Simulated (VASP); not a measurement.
Computed with LDA (Ceperley-Alder, Perdew-Zunger), VASP's LDA PAW potentials (set 64) (plane waves; VASP).

A VASP calculation is set up with these files.

### INCAR
```
NELM=100   # most electronic steps
LCHARG=.FALSE.
ISIF=2
PREC=Accurate
LMAXMIX=6   # l cut-off of mixed one-centre charges
LWAVE=.FALSE.
EDIFF=1E-6   # SCF stop (eV)
SIGMA=0.1   # width (eV)
LREAL=.FALSE.
LASPH=.TRUE.   # aspherical one-centre terms
ISMEAR=0
ALGO=Normal   # blocked Davidson
ENCUT=300
SYSTEM=TeW
```

### KPOINTS
```
Automatic
0
G
5 5 3
```

POSCAR:
```
TeW
1
    4.2046010000     0.0000000000     0.0000000000
   -2.1023000000     3.6412910000     0.0000000000
    0.0000000000     0.0000000000     5.8601830000
W Te
2 2
Direct
  0.0000000000   0.0000000000   0.0000000000
  0.0000000000   0.0000000000   0.5000000000
  0.3333330000   0.6666670000   0.2500000000
  0.6666670000   0.3333330000   0.7500000000
```

POTCAR, in this order: W_sv Te (LDA.64 set). Program: vasp_std.

At this cut-off the stress carries a Pulay error, which pulls relaxed volumes low. Unless said otherwise, spin-orbit coupling is left out, though it shifts the bands of the heavy elements here.

Problem. Predict the energy per atom (σ→0), pressure, band gap (on the k-mesh).

Solution. 
| Property | Value |
|---|---|
| energy per atom (σ→0) | -8.110 eV/atom |
| band gap (on the k-mesh) | none (metal, semimetal or under 0.01 eV) |
| pressure | -12.67 GPa |

### OSZICAR
```
...
DAV:   6    -0.326016353142E+02    0.62731E+00   -0.27540E+00   576   0.102E+01    0.801E+00
DAV:   7    -0.324829486694E+02    0.11869E+00   -0.34414E-01   552   0.251E+00    0.332E+00
DAV:   8    -0.324598491451E+02    0.23100E-01   -0.69078E-02   544   0.167E+00    0.360E-01
DAV:   9    -0.324591283819E+02    0.72076E-03   -0.30087E-03   648   0.316E-01    0.188E-01
DAV:  10    -0.324588902980E+02    0.23808E-03   -0.62935E-04   568   0.197E-01    0.474E-02
DAV:  11    -0.324588894696E+02    0.82838E-06   -0.44077E-05   648   0.434E-02    0.132E-02
DAV:  12    -0.324588891498E+02    0.31982E-06   -0.31509E-06   440   0.950E-03
   1 F= -.32458889E+02 E0= -.32439580E+02  d E =-.386191E-01
```

The structure was generated: TeW was put into an ordered model structure, which need not be its known phase. The cell was not relaxed at this level. The k-mesh is coarse (spacing up to 0.36 per Å, 2π included), so the numbers may not be converged in it. The run is one of a series of settings (GGA removed, POTCAR W_sv Te (LDA.64 set) against the base run), some of them coarse on purpose.
